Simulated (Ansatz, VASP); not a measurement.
# B5W2 in VASP and in Ansatz

```
B W
1.0
     1.50550    0.86920    6.97667
    -1.50550    0.86920    6.97667
     0.00000   -1.73840    6.97667
B W
5 2
Cartesian
  0.0000 0.0000 3.8930
  0.0000 0.0000 17.0370
  0.0000 0.0000 6.9697
  0.0000 0.0000 13.9603
  0.0000 0.0000 10.4650
  0.0000 0.0000 1.5698
  0.0000 0.0000 19.3603
```

Alike in both runs: task single point; functional PBE; k mesh 9 × 9 × 9; occupations gaussian, width 0.1 eV; no spin polarisation.

|  | VASP | Ansatz |
| --- | --- | --- |
| version | VASP 6.6.1 | Ansatz 0.2.0 |
| potentials or method | VASP PAW PBE potentials, release 64 (B, W_sv) | scalar-relativistic, plane waves, PAW |
| plane-wave cutoff (eV) | 520 | 420 |
| valence electrons in the cell | 43 | 43 |

Ansatz gave:

| Property | Result |
| --- | --- |
| gap on the k mesh at the Fermi level (eV) | none |
| rms of the force components (eV/Å) | 0.219 |

Task: What did VASP give for the same quantities?

Result: gap on the k mesh at the Fermi level (eV): none; rms of the force components (eV/Å): 0.220.

Atom by atom the forces differ by 0.002 eV/Å (rms over components). A gap of «none» marks a metal or a gap that the smearing closes.

 Spin-orbit coupling is left out, which matters for the levels of W.
